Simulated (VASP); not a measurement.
# Sn2H3Br (P3m1) in VASP: density of states with PBE

Aim: the density of states of Sn2H3Br with PBE.

Program: VASP 6.6.1. These are calculated values, not measurements. Logs are shortened: lines on timing, memory, paths and dates and some standing lists are left out, and cuts for length are marked.

### 1 The structure

Symmetry: P3m1, No. 156, trigonal system. The conventional cell has a = 4.799 Å, b = 4.799 Å, c = 9.092 Å, α = 90.00°, β = 90.00°, γ = 120.00°. Sn (site symmetry 3m) has 1 H at 1.74 Å as nearest neighbours. Around Sn (site symmetry 3m) lie 1 Br at 2.53 Å and 3 Sn at 2.88 Å. Around H (site symmetry 3m) lie 1 Sn at 1.74 Å. Around H (site symmetry 3m) lie 1 H at 0.75 Å. H (site symmetry 3m) is surrounded by 1 H at 0.75 Å. Br (site symmetry 3m) is surrounded by 1 Sn at 2.53 Å.

The cell was built by a generator and needn't be a form met in nature.

### 2 Density of states, PBE

The input, POSCAR:

```
Sn2H3Br                                 
1.0
    4.7985881202      0.0000000001     -0.0000000000
   -2.3992940649      4.1556992190      0.0000000000
   -0.0000000000      0.0000000000      9.0918568540
  Sn              H               Br            
     2     3     1
Direct
     0.6666666699999979    0.3333333300000021    0.1199054053172614
     0.3333333300000021    0.6666666699999979    0.0353678227413921
     0.6666666699999979    0.3333333300000021    0.3114038709651561
     0.0000000000000000    0.0000000000000000    0.4365643551178385
     0.0000000000000000    0.0000000000000000    0.5191477070752506
     0.3333333300000021    0.6666666699999979    0.7574156587830954
```

The input, INCAR.step1:

```
SYSTEM = Sn2H3Br
PREC = Accurate
ENCUT = 520
EDIFF = 1E-7
ISMEAR = 0
SIGMA = 0.1
LREAL = .FALSE.
LASPH = .TRUE.
NELM = 80
ALGO = Fast
ISIF = 2
LWAVE = .FALSE.
LCHARG = .TRUE.
GGA = PE
NBANDS = 28
KPAR = 4
```

The input, KPOINTS.step1:

```
regular mesh
0
G
  8 8 4
  0 0 0
```

The input, INCAR.step2:

```
SYSTEM = Sn2H3Br
PREC = Accurate
ENCUT = 520
EDIFF = 1E-7
ISMEAR = -5
SIGMA = 0.1
LREAL = .FALSE.
LASPH = .TRUE.
NELM = 80
ALGO = Fast
ISIF = 2
LWAVE = .FALSE.
LCHARG = .FALSE.
GGA = PE
LORBIT = 11
NBANDS = 28
KPAR = 4
NEDOS = 1001
ICHARG = 11
```

The input, KPOINTS.step2:

```
regular mesh
0
G
  12 12 6
  0 0 0
```

Potentials or basis: VASP PAW PBE potentials, release 64 (Sn_d, H, Br).

On the command line:

```sh
$ cat potpaw_PBE.64/Sn_d/POTCAR potpaw_PBE.64/H/POTCAR potpaw_PBE.64/Br/POTCAR > POTCAR
$ cp INCAR.step1 INCAR
$ cp KPOINTS.step1 KPOINTS
$ mpirun -np 4 vasp_std > vasp.out
$ cp INCAR.step2 INCAR
$ cp KPOINTS.step2 KPOINTS
$ mpirun -np 4 vasp_std > vasp.out
```

OUTCAR:

```text
SYSTEM = Sn2H3Br
   PREC = Accurate
   ENCUT = 520
   EDIFF = 1E-7
   ISMEAR = -5
   LREAL = .FALSE.
   LASPH = .TRUE.
   NELM = 80
   ISIF = 2
   GGA = PE
   LORBIT = 11
   ICHARG = 11

 ion  position               nearest neighbor table
   1  0.667  0.333  0.120-   3 1.74   2 2.88   2 2.88   2 2.88
   2  0.333  0.667  0.035-   6 2.53   1 2.88   1 2.88   1 2.88
   3  0.667  0.333  0.311-   1 1.74
   4  0.000  0.000  0.437-   5 0.75
   5  0.000  0.000  0.519-   4 0.75
   6  0.333  0.667  0.757-   2 2.53

  LATTYP: Found a hexagonal cell.
 ALAT       =     4.7985881202
 C/A-ratio  =     1.8946941530

  Lattice vectors:

 A1 = (   4.7985881202,   0.0000000001,   0.0000000000)
 A2 = (  -2.3992940649,   4.1556992190,   0.0000000000)
 A3 = (   0.0000000000,   0.0000000000,   9.0918568540)

Analysis of symmetry for initial positions (statically):
=====================================================================
 Subroutine PRICEL returns:
 Original cell was already a primitive cell.

 Routine SETGRP: Setting up the symmetry group for a
 hexagonal supercell.

 Subroutine GETGRP returns: Found  6 space group operations
 (whereof  6 operations were pure point group operations)
 out of a pool of 24 trial point group operations.

The static configuration has the point symmetry C_3v.

Analysis of symmetry for dynamics (positions and initial velocities):
=====================================================================
 Subroutine PRICEL returns:
 Original cell was already a primitive cell.

 Routine SETGRP: Setting up the symmetry group for a
 hexagonal supercell.

 Subroutine GETGRP returns: Found  6 space group operations
 (whereof  6 operations were pure point group operations)
 out of a pool of 24 trial point group operations.

The dynamic configuration has the point symmetry C_3v.

 Subroutine INISYM returns: Found  6 space group operations
 (whereof  6 operations are pure point group operations),
 and found     1 'primitive' translations

----------------------------------------------------------------------------------------

                                     Primitive cell

  volume of cell :     181.3052

  direct lattice vectors                    reciprocal lattice vectors
     4.798588120  0.000000000  0.000000000     0.208394631  0.120316696  0.000000000
    -2.399294065  4.155699219  0.000000000    -0.000000000  0.240633392  0.000000000
     0.000000000  0.000000000  9.091856854     0.000000000  0.000000000  0.109988533

  length of vectors
     4.798588120  4.798588127  9.091856854     0.240633393  0.240633392  0.109988533

  position of ions in fractional coordinates (direct lattice)
     0.666666670  0.333333330  0.119905405
     0.333333330  0.666666670  0.035367823
     0.666666670  0.333333330  0.311403871
     0.000000000  0.000000000  0.436564355
     0.000000000  0.000000000  0.519147707
     0.333333330  0.666666670  0.757415659

  ion indices of the primitive-cell ions
   primitive index   ion index
                 1           1
                 2           2
                 3           3
                 4           4
                 5           5
                 6           6

----------------------------------------------------------------------------------------

 KPOINTS: regular mesh

Automatic generation of k-mesh.
 Grid dimensions read from file:
 generate k-points for:   12   12    6

 Generating k-lattice:

  Cartesian coordinates                     Fractional coordinates (reciprocal lattice)
     0.017366219  0.010026391  0.000000000     0.083333333  0.000000000  0.000000000
    -0.000000000  0.020052783  0.000000000     0.000000000  0.083333333  0.000000000
     0.000000000  0.000000000  0.018331422     0.000000000  0.000000000  0.166666667

  Length of vectors
     0.020052783  0.020052783  0.018331422

  Shift w.r.t. Gamma in fractional coordinates (k-lattice)
     0.000000000  0.000000000  0.000000000

 TETIRR: Found   1229 inequivalent tetrahedra from     5184

 Subroutine IBZKPT returns following result:
 ===========================================

 Found    100 irreducible k-points:

 Following reciprocal coordinates:
            Coordinates               Weight
  0.000000  0.000000  0.000000      1.000000
  0.083333  0.000000  0.000000      6.000000
  0.166667 -0.000000  0.000000      6.000000
  0.250000 -0.000000  0.000000      6.000000
  0.333333 -0.000000  0.000000      6.000000
  0.416667  0.000000  0.000000      6.000000
[... 16 lines left out ...]
  0.166667 -0.000000  0.166667      6.000000
  0.000000  0.166667  0.166667      6.000000
 [... further k-points ...]
   k-points           NKPTS =    100   k-points in BZ     NKDIM =    100   number of bands    NBANDS=     28
   number of dos      NEDOS =   1001   number of ions     NIONS =      6
   total plane-waves  NPLWV =  90720
   dimension x,y,z NGX =    36 NGY =   36 NGZ =   70
   dimension x,y,z NGXF=    72 NGYF=   72 NGZF=  140
   ions per type =               2   3   1
   NGX,Y,Z   is equivalent  to a cutoff of  12.47, 12.47, 12.80 a.u.
   NGXF,Y,Z  is equivalent  to a cutoff of  24.94, 24.94, 25.60 a.u.
 SYSTEM =  Sn2H3Br
   PREC   = accura    normal or accurate (medium, high low for compatibility)
   ISTART =      0    job   : 0-new  1-cont  2-samecut
   ICHARG =     11    charge: 1-file 2-atom 10-const
   ISPIN  =      1    spin polarized calculation?
   LNONCOLLINEAR =      F non collinear calculations
   LSORBIT =      F    spin-orbit coupling
   LASPH  =      T    aspherical Exc in radial PAW
   ENCUT  =  520.0 eV  38.22 Ry    6.18 a.u.   8.92  8.92 16.90*2*pi/ulx,y,z
   NELM   =     80;   NELMIN=  2; NELMDL=  0     # of ELM steps
   EDIFF  = 0.1E-06   stopping-criterion for ELM
   LREAL  =      F    real-space projection
   EDIFFG = 0.1E-05   stopping-criterion for IOM
   NSW    =      0    number of steps for IOM
   IBRION =     -1    ionic relax: 0-MD 1-quasi-New 2-CG
   NFREE  =      0    steps in history (QN), initial steepest desc. (CG)
   ISIF   =      2    stress and relaxation
   ISYM   =      2    0-nonsym 1-usesym 2-fastsym
   POTIM  = 0.5000    time-step for ionic-motion
   TEBEG  =    0.0;   TEEND  =   0.0 temperature during run
   PSTRESS=    0.0 pullay stress
   NELECT =      38.0000    total number of electrons
   NUPDOWN=      -1.0000    fix difference up-down
   EMIN   =  10.00;   EMAX   =-10.00  energy-range for DOS
   EFERMI =   0.00;   METHOD = LEGACY
   ISMEAR =    -5;   SIGMA  =   0.10  broadening in eV -4-tet -1-fermi 0-gaus
   EFERMI_NEDOS =   21; number of points for ismear=-14 and -15
   IALGO  =     68    algorithm
   IMIX   =      4    mixing-type and parameters
     AMIX     =   0.40;   BMIX     =  1.00
     AMIX_MAG =   1.60;   BMIX_MAG =  1.00
  volume/ion in A,a.u.               =      30.22       203.92
  Fermi-wavevector in a.u.,A,eV,Ry     =   0.972447  1.837659 12.866394  0.945653
  Thomas-Fermi vector in A             =   2.102746
   LORBIT       =     11    0 simple, 1 ext, 2 COOP (PROOUT), +10 PAW based schemes
   GGA     = PE    functional components
   LHFCALC =     F    Hartree Fock is set to
   AEXX    =    0.0000 exact exchange contribution
   IVDW    =     0    specifies the selected vdW correction
   LEPSILON=     F    determine dielectric tensor
   LRPA    =     F    only Hartree local field effects (RPA)
 non-spin polarized calculation
 RMM-DIIS sequential band-by-band and
 Fermi weights with tetrahedron method with Bloechl corrections
  energy-cutoff  :      520.00
  volume of cell :      181.31
 maximum number of plane-waves:      4928

 number of electron      37.9999990 magnetization

 Free energy of the ion-electron system (eV)
  ---------------------------------------------------
  ext. energy  EPLUGINS =         0.00000000
  ---------------------------------------------------
  free energy    TOTEN  =       -19.94901853 eV

  energy without entropy =      -19.94901853  energy(sigma->0) =      -19.94901853

 E-fermi :  -0.1809     XC(G=0):  -6.4842

 val. band max:       -0.1861371775   @ k =   0.0000   0.0000   0.0000
 cond. band min:      -0.1670821924   @ k =   0.0000   0.0000   0.0000
 fundamental gap:      0.0190549851
 Fermi energy:        -0.1809226279

 k-point     1 :       0.0000    0.0000    0.0000
  band No.  band energies     occupation
      1     -21.4786      2.00000
      2     -21.4553      2.00000
      3     -21.4552      2.00000
      4     -21.4009      2.00000
      5     -21.4009      2.00000
      6     -21.0737      2.00000
[... 20 lines left out ...]
     27       7.5638      0.00000
     28       7.7999      0.00000

 k-point     2 :       0.0833    0.0000    0.0000
  band No.  band energies     occupation
      1     -21.4813      2.00000
      2     -21.4578      2.00000
      3     -21.4551      2.00000
      4     -21.3993      2.00000
      5     -21.3990      2.00000
      6     -21.0778      2.00000
[... 20 lines left out ...]
     27       7.4103      0.00000
     28       7.6596      0.00000

 k-point     3 :       0.1667   -0.0000    0.0000
  band No.  band energies     occupation
      1     -21.4875      2.00000
      2     -21.4640      2.00000
      3     -21.4549      2.00000
      4     -21.3959      2.00000
      5     -21.3952      2.00000
      6     -21.0824      2.00000
[... 20 lines left out ...]
     27       7.2605      0.00000
     28       7.4225      0.00000

 k-point     4 :       0.2500   -0.0000    0.0000
  band No.  band energies     occupation
      1     -21.4943      2.00000
      2     -21.4709      2.00000
      3     -21.4544      2.00000
      4     -21.3928      2.00000
      5     -21.3926      2.00000
      6     -21.0840      2.00000
[... 20 lines left out ...]
     27       7.2990      0.00000
     28       7.3374      0.00000

 k-point     5 :       0.3333   -0.0000    0.0000
  band No.  band energies     occupation
      1     -21.4996      2.00000
      2     -21.4768      2.00000
      3     -21.4538      2.00000
      4     -21.3925      2.00000
      5     -21.3909      2.00000
      6     -21.0826      2.00000
[... 20 lines left out ...]
     27       7.3984      0.00000
     28       7.4541      0.00000

 k-point     6 :       0.4167    0.0000    0.0000
  band No.  band energies     occupation
      1     -21.5028      2.00000
      2     -21.4806      2.00000
      3     -21.4530      2.00000
      4     -21.3938      2.00000
      5     -21.3900      2.00000
      6     -21.0801      2.00000
[... 463 lines left out ...]
      5     -21.3990      2.00000
      6     -21.0778      2.00000
[... 20 lines left out ...]
     27       7.2291      0.00000
     28       7.6363      0.00000

 k-point    22 :       0.0000    0.0833    0.1667
  band No.  band energies     occupation
      1     -21.4813      2.00000
      2     -21.4578      2.00000
      3     -21.4551      2.00000
      4     -21.3993      2.00000
      5     -21.3990      2.00000
      6     -21.0778      2.00000
[... 20 lines left out ...]
     27       7.2841      0.00000
     28       7.8098      0.00000

 k-point    23 :       0.1667   -0.0000    0.1667
  band No.  band energies     occupation
      1     -21.4875      2.00000
      2     -21.4640      2.00000
      3     -21.4549      2.00000
      4     -21.3959      2.00000
      5     -21.3952      2.00000
      6     -21.0824      2.00000
[... 20 lines left out ...]
     27       7.1549      0.00000
     28       7.4160      0.00000

 k-point    24 :       0.0000    0.1667    0.1667
  band No.  band energies     occupation
      1     -21.4875      2.00000
      2     -21.4640      2.00000
      3     -21.4549      2.00000
      4     -21.3959      2.00000
      5     -21.3952      2.00000
      6     -21.0824      2.00000
[... 20 lines left out ...]
     27       7.1450      0.00000
     28       7.4732      0.00000

 [... further k-points ...]

------------------------ aborting loop because EDIFF is reached ----------------------------------------

  FORCE on cell =-STRESS in cart. coord.  units (eV):
  Direction    XX          YY          ZZ          XY          YZ          ZX
  --------------------------------------------------------------------------------------
  -------------------------------------------------------------------------------------
  Total       -0.1416280     -0.1416280     -0.0257352      0.0000000      0.0000000      0.0000000
  in kB       -1.2515538     -1.2515538     -0.2274192      0.0000000      0.0000000      0.0000000
  external PRESSURE =      -0.9101756 kB  Pullay stress =       0.0000000 kB

 VOLUME and BASIS-vectors are now :
 -----------------------------------------------------------------------------
  energy-cutoff  :      520.00
  volume of cell :      181.31
      direct lattice vectors                 reciprocal lattice vectors
     4.798588120  0.000000000  0.000000000     0.208394631  0.120316696  0.000000000
    -2.399294065  4.155699219  0.000000000    -0.000000000  0.240633392  0.000000000
     0.000000000  0.000000000  9.091856854     0.000000000  0.000000000  0.109988533

 POSITION                                       TOTAL-FORCE (eV/Angst)
 -----------------------------------------------------------------------------------
      2.39929      1.38523      1.09016        -0.000000      0.000000      0.006596
     -0.00000      2.77047      0.32156         0.000000     -0.000000      0.002536
      2.39929      1.38523      2.83124        -0.000000      0.000000     -0.011365
      0.00000      0.00000      3.96918        -0.000000      0.000000      0.006954
      0.00000      0.00000      4.72002        -0.000000      0.000000      0.000598
     -0.00000      2.77047      6.88631        -0.000000      0.000000     -0.005318
 -----------------------------------------------------------------------------------
    total drift:                                0.000478     -0.000276     -0.001724

  FREE ENERGIE OF THE ION-ELECTRON SYSTEM (eV)
  ---------------------------------------------------
  free  energy   TOTEN  =       -19.9490185340 eV

  energy  without entropy=      -19.9490185340  energy(sigma->0) =      -19.94901853

 total charge

# of ion       s       p       d       tot
------------------------------------------
    1        1.148   1.231   9.975  12.354
    2        1.158   1.098   9.993  12.249
    3        0.508   0.009   0.000   0.517
    4        0.614   0.027   0.000   0.641
    5        0.600   0.029   0.000   0.629
    6        1.616   3.217   0.014   4.847
--------------------------------------------------
tot          5.644   5.612  19.982  31.237
```

It took 2.1 min on 4 MPI ranks of Intel Xeon Platinum 8559C (Emerald Rapids), shared host; peak memory 0.6 GiB.

Results:

| Property | Result |
| --- | --- |
| Valence electrons inside the program's atomic spheres | Sn 12.35, 12.25; H 0.52, 0.64, 0.63; Br 4.85 |

States per cell in windows of 1 eV (zero at the valence-band top; states under -8 eV left out):
| from (eV) | total | Br6_p | Sn2_p | Sn1_p | Sn2_s | Sn1_s | H5_s |
| --- | --- | --- | --- | --- | --- | --- | --- |
| -8.0 | 0.90 | 0.01 | 0.02 | 0.01 | 0.19 | 0.32 | 0.00 |
| -7.0 | 1.06 | 0.05 | 0.03 | 0.05 | 0.34 | 0.20 | 0.00 |
| -6.0 | 0.98 | 0.08 | 0.03 | 0.05 | 0.20 | 0.15 | 0.04 |
| -5.0 | 2.07 | 0.02 | 0.01 | 0.01 | 0.03 | 0.04 | 0.56 |
| -4.0 | 0.55 | 0.13 | 0.08 | 0.06 | 0.00 | 0.00 | 0.00 |
| -3.0 | 4.68 | 1.23 | 0.55 | 0.50 | 0.06 | 0.02 | 0.01 |
| -2.0 | 3.61 | 1.46 | 0.17 | 0.28 | 0.01 | 0.06 | 0.00 |
| -1.0 | 1.33 | 0.26 | 0.20 | 0.27 | 0.01 | 0.01 | 0.00 |
| 0.0 | 0.06 | 0.00 | 0.01 | 0.01 | 0.01 | 0.01 | 0.00 |
| 1.0 | 1.10 | 0.03 | 0.11 | 0.18 | 0.13 | 0.10 | 0.00 |
| 2.0 | 2.31 | 0.23 | 0.32 | 0.14 | 0.15 | 0.06 | 0.00 |
| 3.0 | 1.38 | 0.04 | 0.27 | 0.14 | 0.01 | 0.06 | 0.00 |
| 4.0 | 2.59 | 0.06 | 0.29 | 0.26 | 0.02 | 0.09 | 0.01 |
| 5.0 | 2.71 | 0.04 | 0.27 | 0.31 | 0.02 | 0.02 | 0.02 |
| 6.0 | 3.61 | 0.09 | 0.19 | 0.19 | 0.02 | 0.01 | 0.05 |
| 7.0 | 4.02 | 0.08 | 0.21 | 0.13 | 0.02 | 0.03 | 0.02 |
